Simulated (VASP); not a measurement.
# Rb3Sr (I4/mmm) in VASP: reference runs, part 2 of 2

VASP 6.6.1. The steps go on from the part before.

## Step 3: Single point, PBE (atoms moved at random, drawn with an rms of 0.05 Å)

Contents of INCAR:

```
PREC = Accurate
ENCUT = 520
EDIFF = 1E-7
ISMEAR = -1
SIGMA = 0.05
LREAL = F
LASPH = T
NELM = 60
ALGO = Normal
ISIF = 2
LWAVE = F
LCHARG = T
GGA = PE
LELF = T
LVHAR = T
NBANDS = 26
```

Contents of KPOINTS:

```
Automatic mesh
0
Gamma
  6 6 6
```

Contents of POSCAR:

```
Rb3Sr
1.0
   -3.4117710000      3.4117710000      6.9324600000
    3.4117710000     -3.4117710000      6.9324600000
    3.4117710000      3.4117710000     -6.9324600000
Sr Rb
1 3
Direct
    0.0042460000      0.0041300000      0.0073340000
    0.4967860000      0.4913260000     -0.0091390000
    0.2603630000      0.7496880000      0.5088580000
    0.7544540000      0.2559210000      0.5115430000
```

Potentials or basis: VASP PAW PBE potentials, release 64 (Sr_sv, Rb_sv).

Run with:

```console
> cat potpaw_PBE.64/Sr_sv/POTCAR potpaw_PBE.64/Rb_sv/POTCAR > POTCAR
> mpirun -np 1 vasp_std > vasp.out
```

OUTCAR:

```text
PREC = Accurate
   ENCUT = 520
   EDIFF = 1E-7
   ISMEAR = -1
   LREAL = F
   LASPH = T
   NELM = 60
   ISIF = 2
   GGA = PE

 ion  position               nearest neighbor table
   1  0.004  0.004  0.007-   2 4.75   2 4.80   3 4.83   3 4.84   4 4.85   2 4.85   4 4.86   4 4.86
                             3 4.89   4 4.89   3 4.89   2 4.90
   2  0.497  0.491  0.991-   1 4.75   1 4.80   4 4.81   3 4.81   4 4.82   3 4.83   1 4.85   3 4.88
                             4 4.89   1 4.90   4 4.94   3 4.94
   3  0.260  0.750  0.509-   4 4.77   4 4.81   2 4.81   2 4.83   1 4.83   4 4.84   1 4.84   2 4.88
                             4 4.88   1 4.89   1 4.89   2 4.94
   4  0.754  0.256  0.512-   3 4.77   2 4.81   3 4.81   2 4.82   3 4.84   1 4.85   1 4.86   1 4.86
                             3 4.88   1 4.89   2 4.89   2 4.94

  LATTYP: Found a body centered tetragonal cell.
 ALAT       =     6.8235420000
 C/A-ratio  =     2.0319241825

  Lattice vectors:

 A1 = (  -3.4117710000,   3.4117710000,   6.9324600000)
 A2 = (   3.4117710000,  -3.4117710000,   6.9324600000)
 A3 = (   3.4117710000,   3.4117710000,  -6.9324600000)

Analysis of symmetry for initial positions (statically):
=====================================================================
 Subroutine PRICEL returns:
 Original cell was already a primitive cell.

 Routine SETGRP: Setting up the symmetry group for a
 body centered tetragonal supercell.

 Subroutine GETGRP returns: Found  1 space group operations
 (whereof  1 operations were pure point group operations)
 out of a pool of 16 trial point group operations.

The static configuration has the point symmetry C_1 .

Analysis of symmetry for dynamics (positions and initial velocities):
=====================================================================
 Subroutine PRICEL returns:
 Original cell was already a primitive cell.

 Routine SETGRP: Setting up the symmetry group for a
 body centered tetragonal supercell.

 Subroutine GETGRP returns: Found  1 space group operations
 (whereof  1 operations were pure point group operations)
[... 127 lines left out ...]
  volume/ion in A,a.u.               =      80.70       544.56
  Fermi-wavevector in a.u.,A,eV,Ry     =   0.795255  1.502814  8.604738  0.632430
  Thomas-Fermi vector in A             =   1.901547
   LORBIT       =      0    0 simple, 1 ext, 2 COOP (PROOUT), +10 PAW based schemes
   GGA     = PE    functional components
   LHFCALC =     F    Hartree Fock is set to
   AEXX    =    0.0000 exact exchange contribution
   IVDW    =     0    specifies the selected vdW correction
   LEPSILON=     F    determine dielectric tensor
   LRPA    =     F    only Hartree local field effects (RPA)
 non-spin polarized calculation
  energy-cutoff  :      520.00
  volume of cell :      322.78
 maximum number of plane-waves:      8722
   NGX = 31   NGY = 31   NGZ = 31

 number of electron      37.0000000 magnetization

 Free energy of the ion-electron system (eV)
  ---------------------------------------------------
  ext. energy  EPLUGINS =         0.00000000
  ---------------------------------------------------
  free energy    TOTEN  =        -3.95671899 eV

  energy without entropy =       -3.91974556  energy(sigma->0) =       -3.93823227

 E-fermi :   0.2886     XC(G=0):  -5.8960

 val. band max:        0.2884101753   @ k =   0.5000  -0.0000   0.1667
 cond. band min:       0.2891861849   @ k =  -0.1667  -0.3333   0.0000
 fundamental gap:      0.0007760095
 Fermi energy:         0.2885682861

 k-point     1 :       0.0000    0.0000    0.0000
  band No.  band energies     occupation
      1     -37.4721      2.00000
      2     -28.3489      2.00000
      3     -28.3422      2.00000
      4     -28.3418      2.00000
      5     -19.4067      2.00000
      6     -19.4062      2.00000
[... 685 lines left out ...]
     25       1.9184      0.00000
     26       2.2732      0.00000

 [... further k-points ...]

------------------------ aborting loop because EDIFF is reached ----------------------------------------

  FORCE on cell =-STRESS in cart. coord.  units (eV):
  Direction    XX          YY          ZZ          XY          YZ          ZX
  --------------------------------------------------------------------------------------
  -------------------------------------------------------------------------------------
  Total       -0.0604662     -0.0544233     -0.0689187      0.0013600      0.0011792      0.0013778
  in kB       -0.3001348     -0.2701396     -0.3420902      0.0067508      0.0058533      0.0068387
  external PRESSURE =      -0.3041215 kB  Pullay stress =       0.0000000 kB

 VOLUME and BASIS-vectors are now :
 -----------------------------------------------------------------------------
  energy-cutoff  :      520.00
  volume of cell :      322.78
      direct lattice vectors                 reciprocal lattice vectors
    -3.411771000  3.411771000  6.932460000     0.000000000  0.146551454  0.072124470
     3.411771000 -3.411771000  6.932460000     0.146551454  0.000000000  0.072124470
     3.411771000  3.411771000 -6.932460000     0.146551454  0.146551454  0.000000000

 POSITION                                       TOTAL-FORCE (eV/Angst)
 -----------------------------------------------------------------------------------
      0.02463      0.02542      0.00722        -0.025179     -0.004478     -0.002754
      3.36196      3.39922     -0.01906         0.038741      0.025645      0.007031
      3.40557      0.06664      3.47450         0.012676     -0.022898     -0.005885
      0.04439      3.44615      3.45813        -0.026238      0.001731      0.001607
 -----------------------------------------------------------------------------------
    total drift:                                0.000026     -0.000012     -0.000019

  FREE ENERGIE OF THE ION-ELECTRON SYSTEM (eV)
  ---------------------------------------------------
  free  energy   TOTEN  =        -3.9567189851 eV

  energy  without entropy=       -3.9197455592  energy(sigma->0) =       -3.93823227
```

stdout:

```text
POSCAR found type information on POSCAR SrRb
 POSCAR found :  2 types and       4 ions
 scaLAPACK will be used
 LDA part: xc-table for (Slater+PW92), standard interpolation
 POSCAR, INCAR and KPOINTS ok, starting setup
 FFT: planning ... GRIDC
 FFT: planning ... GRID_SOFT
 FFT: planning ... GRID
 WAVECAR not read
 entering main loop
```

Wall time 13 min (1 thread of Intel Xeon Platinum 8488C (Sapphire Rapids), shared host); peak memory 1.2 GiB.

Results:

```yaml
Free_energy: -3.9567 eV
Pressure: 0.0 GPa
Largest_force: 0.047 eV/Å
Band_gap_on_the_k_mesh: none (metal or under the smearing width)
```

Forces on the atoms (eV/Å):
```
Sr  -0.025 -0.004 -0.003
Rb   0.039  0.026  0.007
Rb   0.013 -0.023 -0.006
Rb  -0.026  0.002  0.002
```

Levels at points of the mesh, in eV from the Fermi level:
```
           k point  band 15  band 16  band 17  band 18  band 19  band 20  band 21  band 22  band 23  band 24
(0.00, 0.00, 0.00)   -12.69   -12.69    -2.43     0.24     0.62     0.81     1.09     1.09     1.16     1.25
(0.50, 0.00, 0.00)   -12.70   -12.68    -1.49    -1.00     0.28     0.29     0.92     1.14     1.29     1.31
(0.00, 0.50, 0.00)   -12.70   -12.68    -1.49    -1.00     0.29     0.29     0.92     1.14     1.29     1.31
(0.00, 0.50, 0.50)   -12.70   -12.68    -1.49    -1.00     0.28     0.29     0.93     1.14     1.30     1.31
(0.50, 0.00, 0.50)   -12.70   -12.68    -1.50    -0.99     0.28     0.29     0.93     1.13     1.30     1.32
(0.50, 0.50, 0.00)   -12.69   -12.68    -1.03    -0.45    -0.13    -0.02     0.37     0.54     1.15     1.36
(0.00, 0.00, 0.50)   -12.69   -12.68    -1.03    -0.45    -0.13    -0.02     0.37     0.54     1.15     1.36
(0.50, 0.50, 0.50)   -12.70   -12.70    -1.73    -1.21     0.25     0.31     1.13     1.13     1.26     1.26
```
